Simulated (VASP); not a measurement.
These are PBE GGA, VASP's PBE PAW potentials (set 64) (plane waves; VASP) values and carry that method's errors.

VASP ran on this input.

**POSCAR**
```
SrO
1.0
  0.0000000000   2.6025842495   2.6025842495
  2.6025842495   0.0000000000   2.6025842495
  2.6025842495   2.6025842495   0.0000000000
Sr O
1 1
direct
  0.0000000000   0.0000000000   0.0000000000
  0.5000000000   0.5000000000   0.5000000000
```

**INCAR**
```
# general
SYSTEM   =  SrO
PREC     =  Normal
ENCUT    =  450
LREAL    =  .FALSE.
LASPH    =  .TRUE.

# electronic loop
EDIFF    =  1E-5
NELM     =  100
NELMIN   =  4
ALGO     =  Fast
LMAXMIX  =  4

# smearing
ISMEAR   =  0
SIGMA    =  0.05

# functional
GGA      =  PE

# ions
IBRION   =  2
NSW      =  20
ISIF     =  2
EDIFFG   =  -0.03

# output
LWAVE    =  .FALSE.
LCHARG   =  .FALSE.
```

**KPOINTS**
```
kpoints
0
G
10 10 10
```

POTCAR, in this order: Sr_sv O (PBE.64 set). Program: vasp_std.

Problem. What will the output report for the number of irreducible k-points (NKPTS), largest plane-wave count, number of space-group operations, FFT grid (NGX, NGY, NGZ)?

Solution. 
```yaml
number of irreducible k-points (NKPTS): 47
largest_plane_wave_count: 785
number_of_space_group_operations: 48
FFT grid (NGX, NGY, NGZ): 20 × 20 × 20
```

The compound is SrO in the rock salt structure. It was relaxed first.
